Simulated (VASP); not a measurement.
A snapshot from molecular dynamics of Se, step 171; the first frame, the perfect lattice, has an electronic free energy F (no ionic kinetic energy) of -3.447 eV/atom. The Γ point alone samples so small a cell crudely.

Input:

```
Se
1.0
    6.55500   -11.35359     0.00000
    6.55500    11.35359     0.00000
    0.00000     0.00000     9.90000
Se
54
Direct
  0.05652   0.13688   0.30349
  0.26024   0.23514   0.01061
  0.08762   0.00434   0.14699
  0.04477   0.12326   0.81372
  0.28819   0.28720   0.50697
  0.10388   0.03042   0.64431
  0.00401   0.42950   0.31936
  0.20600   0.58373   0.97584
  0.08721   0.37050   0.13731
  0.99863   0.42985   0.81360
  0.22260   0.59304   0.48961
  0.11932   0.38006   0.65887
  0.99322   0.75253   0.34598
  0.26061   0.91230   0.01787
  0.07377   0.67813   0.18537
  0.03815   0.79031   0.82599
  0.23554   0.90149   0.48806
  0.08269   0.67974   0.66764
  0.31052   0.07853   0.33852
  0.57388   0.23193   0.98612
  0.41817   0.01474   0.17236
  0.31068   0.06410   0.82941
  0.54253   0.21782   0.49179
  0.40540   0.98460   0.65965
  0.39324   0.42768   0.32872
  0.59231   0.55999   0.04030
  0.41325   0.29831   0.17608
  0.36153   0.40451   0.85482
  0.60432   0.56577   0.52786
  0.41886   0.31349   0.68719
  0.31003   0.75324   0.30872
  0.58674   0.91108   0.04972
  0.36069   0.64626   0.15129
  0.31642   0.74855   0.82714
  0.56751   0.90471   0.51359
  0.37286   0.65054   0.65744
  0.66120   0.07644   0.35760
  0.92930   0.27130   0.96480
  0.75523   0.00737   0.19912
  0.64156   0.04975   0.85731
  0.96791   0.26958   0.47742
  0.71333   0.95675   0.68266
  0.64945   0.38562   0.32965
  0.90269   0.62163   0.98288
  0.72588   0.30674   0.16107
  0.70424   0.37927   0.80754
  0.91436   0.60542   0.51494
  0.70352   0.24347   0.64065
  0.65473   0.71860   0.35657
  0.93827   0.96992   0.98220
  0.75487   0.67989   0.19675
  0.64041   0.70942   0.85923
  0.96811   0.98589   0.46830
  0.75304   0.66867   0.70900
```

Method: PBE GGA, VASP's PBE PAW potentials (set 64) (plane waves; VASP). Run with PREC = Normal, LREAL = Auto, ISYM = 0, EDIFF = 1E-5, 300 eV cut-off, 1×1×1 Γ-centred mesh, Fermi-Dirac smearing of 0.060 eV, potentials Se.

Q: Give F per atom of this frame and the forces (eV/Å).

A: -3.402 eV/atom.
```
atom     Fx     Fy     Fz
----  -----  -----  -----
Se1   -0.10  -0.13  -0.14
Se2   -0.13   0.49  -0.16
Se3    0.19   0.20  -0.11
Se4   -0.22   0.26   0.15
Se5   -0.52   0.26  -0.28
Se6    0.23  -0.40   0.27
Se7   -0.42  -0.30  -0.13
Se8    0.31  -0.25   0.45
Se9   -0.29   0.10   0.20
Se10  -0.14  -0.04  -0.75
Se11   0.16  -0.14  -0.33
Se12  -0.65   0.42  -0.40
Se13   0.35   0.00   0.00
Se14   0.25   0.23  -0.65
Se15  -0.57   0.34  -1.04
Se16  -1.14  -0.11   0.84
Se17   0.81  -0.09   0.28
Se18   0.12  -0.12   0.05
Se19  -0.37  -0.63  -0.15
Se20   0.45  -0.28  -0.12
Se21  -0.01   0.49   0.29
Se22   0.08  -1.18   0.03
Se23   0.19  -0.42  -0.09
Se24  -0.30   1.15   0.00
Se25  -0.13   0.36   0.30
Se26   0.28   0.09  -0.49
Se27   0.38  -0.43  -0.20
Se28  -0.01   0.23   0.16
Se29   0.18  -0.03   0.08
Se30   0.49  -0.30   0.02
Se31  -0.16  -0.31   0.42
Se32   0.30  -0.01  -0.44
Se33  -0.11  -0.03   0.05
Se34   0.19   0.07  -0.39
Se35   0.20   0.08  -0.11
Se36   0.30   0.11   0.16
Se37  -0.03  -0.25   0.05
Se38   0.16  -0.19   0.80
Se39  -0.17   0.36  -0.15
Se40  -0.17  -0.43  -0.06
Se41   0.48   0.03   0.68
Se42  -0.07   0.47   0.29
Se43   0.06  -0.42   0.19
Se44   1.31  -0.38   0.01
Se45  -0.19   0.25   0.13
Se46  -0.70  -0.22  -0.03
Se47  -0.22  -0.24   0.09
Se48   0.42   0.58   0.17
Se49  -0.12   0.78   1.19
Se50   0.04  -0.13  -0.16
Se51   0.04  -0.66  -1.11
Se52  -0.23   0.17   0.67
Se53  -0.68   0.52   0.08
Se54  -0.08   0.04  -0.60
```

The cell is a supercell, built from Se (trig). Its lattice is the typed one, not relaxed at this level.
